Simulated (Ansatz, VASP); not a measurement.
**Cross-check of GaSb between VASP and Ansatz**

Wanted: the spread between two codes on one cell, functional and k mesh. The structure shown is the end of the Ansatz relaxation below.

Main program and level: Ansatz 0.2.0; plane waves, with VASP 6.6.1 beside it; single point at LDA.

**1. Starting point**

The structure is cubic, space group F-43m (No. 216). Conventional cell: a = 6.089 Å, b = 6.089 Å, c = 6.089 Å, α = 90.00°, β = 90.00°, γ = 90.00°. Nearest to Ga lie 4 Sb at 2.64 Å. Nearest to Sb lie 4 Ga at 2.64 Å. Farther neighbours are not listed.

**2. Ansatz: relaxation, LDA**

Ansatz runs on its PAW soft_1 files.

This run makes the geometry at which the two programs are then compared.

File input.yaml:

```yaml
crystal:
  lattice:
    - [0.0, 3.044590841, 3.044590841]
    - [3.044590841, 0.0, 3.044590841]
    - [3.044590841, 3.044590841, 0.0]
  atoms:
    - { symbol: Ga, position: [2.30954e-05, 2.30954e-05, 2.30954e-05] }
    - { symbol: Sb, position: [0.7499769046, 0.7499769046, 0.7499769046] }
kpoints:
  mp_grid: { grid: [12, 12, 12], shift: [0.5, 0.5, 0.5] }
hamiltonian:
  xc: lda
  pseudopotentials: { kind: paw, azcp: { folder: soft_1 }, xc_functional: pbe }
scf:
  occupations: { method: gaussian, width: 0.015 }
output:
  forces: true
  stress: true
  eigenvalues: true
relax:
  adjacent_minimum: "off"
  f_tol: 0.001
  max_steps: 60
  cell: { stress_tol: 0.01, fix: [volume] }
```

Started as:

```console
$ ansatz run input.yaml --threads 4 --pin off --max-ram 10240MiB --backend cpu --events-out ev --progress --plain --runs-dir out
```

Numbers of over 12 decimals in the logs are rounded to 6 here.

The log of the run:

```text
Engine: ansatz 0.2.0, aarch64-unknown-linux-gnu
Pseudopotentials: kind: paw
Pseudopotential: Ga, paw, valence charge 13, recommended cutoff 420 eV (normal), soft_1/Ga.paw.azcp
Pseudopotential: Sb, paw, valence charge 15, recommended cutoff 420 eV (normal), soft_1/Sb.paw.azcp
Functional definition: SPW92
  exchange = slater_x
  correlation = pw_c
Crystal: 2 atoms, lattice volume = 56.444 Å³
Basis set: ecut = 420 eV, 1067 PW (Γ)
Bands: 18, of which v1, the nominal top of the filled ones, is band 14 counted from 1 (13 counted from 0)
Symmetry: 6 space group operations
Space group: R3m (ITA 160), of the structure as read, at distance tolerance 3.8e-5 Å
k-points: 182 of 1728 (time reversal used)
Non-local potential: Ga, projectors of the file, l = 0: 2, l = 1: 2, l = 2: 3, l = 3: 1
Non-local potential: Sb, projectors of the file, l = 0: 2, l = 1: 2, l = 2: 2, l = 3: 1
PAW form: soft (Blöchl's): semilocal exchange-correlation on the pseudo side does not see the compensation charge
PAW frozen core: Ga, regenerated for the run's functional, and the local potential with it (the file was generated under x = pbe(κ = 0.804, μ = 0.219515), c = pbe(β = 0.066725))
PAW frozen core: Sb, regenerated for the run's functional, and the local potential with it (the file was generated under x = pbe(κ = 0.804, μ = 0.219515), c = pbe(β = 0.066725))
PAW one-centre angular grid: Ga, 590 points (default); XC on 64 Gauss nodes
PAW one-centre angular grid: Sb, 590 points (default); XC on 64 Gauss nodes
Initial density: superposition of atomic densities (chi_scale 0.1, normalization cell, long waves kept (reshape's long-wave potential 0.00 eV rms))
Initial wavefunctions: pseudopotential atomic-orbital guess
Functional: x = slater, c = lda
SCF iter   1: F=—  HF=-10043.246656 eV  |F-HF|=—  |Δ(HF+E_count)|=         —  Δρ=3.09e-2  dr2=4.45e-1  ethr=3.10e-3  ⟨swp⟩=5.8  Hψ=17702  notcnv=0
preconditioner: auto → none  [insulator: Δε(μ)=0.403 eV  Ē_g=14.875 eV  σ=0.015 eV  W_gap=1.00  n_scr=14 (ndim 8)  ℏωp=21.0 eV  f_vac=0.005  D(μ)=0.00/eV (n_scr^D=0)  ε∞_Penn≈3.0]
SCF iter   2: F=—  HF=-10043.132880 eV  |F-HF|=—  |Δ(HF+E_count)|=   1.14e-1  Δρ=1.37e-2  dr2=6.77e-2  ethr=1.59e-3  ⟨swp⟩=2.0  Hψ=5495  notcnv=0
SCF iter   3: F=—  HF=-10043.124733 eV  |F-HF|=—  |Δ(HF+E_count)|=   8.15e-3  Δρ=4.97e-3  dr2=1.30e-2  ethr=2.42e-4  ⟨swp⟩=3.0  Hψ=6098  notcnv=0
SCF iter   4: F=—  HF=-10043.119254 eV  |F-HF|=—  |Δ(HF+E_count)|=   5.48e-3  Δρ=8.95e-4  dr2=2.56e-4  ethr=4.64e-5  ⟨swp⟩=3.0  Hψ=6352  notcnv=0
SCF iter   5: F=—  HF=-10043.119184 eV  |F-HF|=—  |Δ(HF+E_count)|=   6.95e-5  Δρ=4.35e-4  dr2=3.45e-5  ethr=9.15e-7  ⟨swp⟩=2.0  Hψ=5616  notcnv=0
SCF iter   6: F=—  HF=-10043.119179 eV  |F-HF|=—  |Δ(HF+E_count)|=   4.72e-6  Δρ=2.11e-5  dr2=1.75e-7  ethr=1.23e-7  ⟨swp⟩=2.0  Hψ=5108  notcnv=0
SCF iter   7: F=-10043.119179 eV  HF=-10043.119179 eV  |F-HF|=1.43e-9  |Δ(HF+E_count)|=   1.37e-8  Δρ=4.27e-6  dr2=5.91e-9  ethr=3.57e-10  ⟨swp⟩=6.1  Hψ=15902  notcnv=0
SCF 1 converged in 7 iterations: F = -10043.119179 eV  dr2 = 5.91e-9
  greatest PAW one-centre occupation: 0.996 electrons in one spin orbital (limit 2), on the Sb atom at site 1 (counted from 0), in its partial waves of l = 2
relax step   1: F+E_penalty+E_count = -10043.11917946 eV  Δ(F+E_penalty+E_count) = +0.000e0 eV  max|allowed force component| = 4.847e-4 eV/Å  Δτ_max = 0.0000 Å  P = -1.056 GPa  Ω = 56.444 Å³  fix = [volume]  reactions: volume -1.056 GPa  (7 SCF iters, dr2 threshold 1.00e-7 eV, accepted)
[...]
relax step   2: F+E_penalty+E_count = -10043.11917992 eV  Δ(F+E_penalty+E_count) = -4.562e-7 eV  max|allowed force component| = 1.016e-4 eV/Å  Δτ_max = 0.0001 Å  P = -1.056 GPa  Ω = 56.444 Å³  energy of the carried Pulay correction = +1.061e-9 eV  fix = [volume]  reactions: volume -1.056 GPa  (4 SCF iters, dr2 threshold 4.99e-10 eV, accepted)
[...]
relax step   3: F+E_penalty+E_count = -10043.11917945 eV  Δ(F+E_penalty+E_count) = +4.723e-7 eV  max|allowed force component| = 1.015e-4 eV/Å  Δτ_max = 0.0000 Å  P = -1.056 GPa  Ω = 56.444 Å³  fix = [volume]  reactions: volume -1.056 GPa  stress off target by 2.52e-3 GPa on what of the cell is left free  SCF on the basis re-selected at this cell (its energy is not comparable with the rows above)  (7 SCF iters)
basis re-selected at this cell: Δ(F+E_penalty+E_count) = +4.723e-7 eV, ΔP = +0.000 GPa vs the last step (what re-selecting the basis moved, of the pressure what is left beyond the Pulay correction that the steps carried, after the strain that the cell walked since its last selection, with what the two solves' SCF thresholds leave and, on support functions, any second-order correction that the steps lacked; it is no m [...]
SCF converged after 7 iterations
Free energy (F): -10043.119179 eV
Harris-Foulkes:  -10043.119179 eV  (|F-HF|=1.82e-12)
Internal energy: -10043.119179 eV  (E = F + TS)
E sigma→0 (E₀):  -10043.119179 eV
Fermi energy:    7.827838 eV
--- Per-component energies (eV) ---
  E_band       = -262.960438
  E_kinetic    = 277.238420
  E_local      = -3369.162770  (includes V_loc(G=0)·N_el)
  E_nonlocal   = 302.778688
  E_hartree    = 1722.083575
  E_xc         = -161.321500
  E_vxc        = -147.351413  (∫ρ·V_xc dr)
  E_paw        = -6311.300582  (= ΣΔE_a)
  E_vpaw       = -770.630413  (= ΣTr[D̂ρ^β])
  E_aug_tail   = -0.000110  (compensation charges beyond the density's cutoff)
  E_ewald      = -2505.722194
  E_core_change = 2.287292  (= ΣΔE_core)
  E_smearing   = -0.000000  (= −TS)
  E_closure    = 0.000000  (closes the sum)
  Σ components = -10043.119179   (vs F -10043.119179, Δ=0.00e0)
--- Forces (eV/Å), atoms counted from 1 ---
  atom   1  Ga    -0.00010150    -0.00010150    -0.00010150
  atom   2  Sb     0.00010152     0.00010152     0.00010152
  max |Σ_I F_I| component: 1.65e-8 eV/Å
--- Stress (GPa, compression-positive) ---
       -1.056482       0.001258       0.001258
        0.001258      -1.056482       0.001258
        0.001258       0.001258      -1.056482
  P = ⅓ Tr σ = -1.0565 GPa (-10.565 kbar)
--- Band table (eV; the first three rows and the last of 182) ---
  k-point 0: bands = [... 10 lower, -3.9329, 7.0088, 7.6486, 7.6486, 8.1788, 10.5019, 10.5019, 10.5078]
  k-point 1: bands = [... 10 lower, -3.8365, 5.9946, 7.2845, 7.5896, 8.7259, 10.5955, 10.6218, 11.0542]
  k-point 2: bands = [... 10 lower, -3.6012, 4.6530, 6.9183, 7.3346, 8.7686, 10.9310, 11.1126, 11.9144]
  k-point 181: bands = [... 10 lower, -2.2523, 1.2438, 5.8445, 6.4164, 8.6325, 11.2968, 11.6569, 14.3692]
--- Relaxed structure (2 steps of the walk, 2 accepted, 1 SCFs on fresh bases) ---
  F+E_penalty+E_count = -10043.11917945 eV   max|allowed force component| = 1.015e-4 eV/Å   (the final SCF, on the basis selected at the relaxed cell)
  cell:  # Å, volume = 56.4439 Å³
    - [-0.000541848, 3.044320, 3.044320]
    - [3.044320, -0.000541848, 3.044320]
    - [3.044320, 3.044320, -0.000541848]
  atoms:
    - { symbol: Ga, position: [3.1575891674588165e-5, 3.1575891674588165e-5, 3.157589167458816e-5] }
    - { symbol: Sb, position: [0.749968, 0.749968, 0.749968] }
```

(Part 1 of 3 ends here.)

[Lines on the potential files, build, host, timing and source positions are cut from VASP's logs without a mark.]

[Logs are printed without paths, hosts, clocks, repeated set-up lines and the standing remarks that a program may print on its own settings, such as how far it seeks lower states.]

[Hosts, paths, dates, database ids (printed as entryN), source tags and the programs' standing remarks are cut or masked in the printed files.]
